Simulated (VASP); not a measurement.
A convergence study with VASP on PbS (rock salt): a few settings are varied, all else stays as given below, so the limit is that of these other settings.

```
CELL_PARAMETERS angstrom
      0.00000     2.97000     2.97000
      2.97000     0.00000     2.97000
      2.97000     2.97000     0.00000
ATOMIC_POSITIONS crystal
  Pb 0.00000 0.00000 0.00000
  S  0.50000 0.50000 0.50000
```

These are PBE GGA, VASP's PBE PAW potentials (set 64) (plane waves; VASP) values and carry that method's errors. The last row used: 550 eV cut-off, 15×15×15 Γ-centred mesh, second-order Methfessel-Paxton smearing of 0.40 eV, potentials Pb_d S.

| setting | E (eV/atom) | pressure (GPa) | irreducible k-points |
|---|---|---|---|
| ISMEAR = -1, SIGMA = 0.01, 4×4×4 mesh | -4.3725 | 2.01 | 8 |
| ISMEAR = -1, SIGMA = 0.1, 4×4×4 mesh | -4.3718 | 1.83 | 8 |
| ISMEAR = 0, SIGMA = 0.01, 4×4×4 mesh | -4.3725 | 2.01 | 8 |
| ISMEAR = 0, SIGMA = 0.2, 4×4×4 mesh | -4.3718 | 1.89 | 8 |
| ISMEAR = 1, SIGMA = 0.05, 4×4×4 mesh | -4.3725 | 2.01 | 8 |
| ISMEAR = 1, SIGMA = 0.2, 4×4×4 mesh | -4.3722 | 2.04 | 8 |
| ISMEAR = 2, SIGMA = 0.05, 4×4×4 mesh | -4.3725 | 2.01 | 8 |
| ISMEAR = 2, SIGMA = 0.2, 4×4×4 mesh | -4.3725 | 2.08 | 8 |
| ISMEAR = -1, SIGMA = 0.01, 9×9×9 mesh | -4.3795 | 1.90 | 35 |
| ISMEAR = -1, SIGMA = 0.2, 9×9×9 mesh | -4.3776 | 1.87 | 35 |
| ISMEAR = 0, SIGMA = 0.01, 9×9×9 mesh | -4.3795 | 1.90 | 35 |
| ISMEAR = 0, SIGMA = 0.4, 9×9×9 mesh | -4.3791 | 1.89 | 35 |
| ISMEAR = 1, SIGMA = 0.05, 9×9×9 mesh | -4.3795 | 1.90 | 35 |
| ISMEAR = 1, SIGMA = 0.4, 9×9×9 mesh | -4.3798 | 1.87 | 35 |
| ISMEAR = 2, SIGMA = 0.05, 9×9×9 mesh | -4.3795 | 1.90 | 35 |
| ISMEAR = 2, SIGMA = 0.4, 9×9×9 mesh | -4.3795 | 1.90 | 35 |
| ISMEAR = -1, SIGMA = 0.05, 15×15×15 mesh | -4.3792 | 1.92 | 120 |
| ISMEAR = -1, SIGMA = 0.2, 15×15×15 mesh | -4.3773 | 1.89 | 120 |
| ISMEAR = 0, SIGMA = 0.1, 15×15×15 mesh | -4.3792 | 1.92 | 120 |
| ISMEAR = 0, SIGMA = 0.4, 15×15×15 mesh | -4.3788 | 1.90 | 120 |
| ISMEAR = 1, SIGMA = 0.1, 15×15×15 mesh | -4.3792 | 1.92 | 120 |
| ISMEAR = 1, SIGMA = 0.4, 15×15×15 mesh | -4.3796 | 1.87 | 120 |
| ISMEAR = 2, SIGMA = 0.1, 15×15×15 mesh | -4.3792 | 1.92 | 120 |
| ISMEAR = 2, SIGMA = 0.4, 15×15×15 mesh | -4.3793 | 1.91 | 120 |

Left out are rungs that failed or repeat a setting and relaxations that didn't move; long series are thinned to 24 rows.

The compound is PbS in the rock salt structure. The cell was not relaxed at this level.
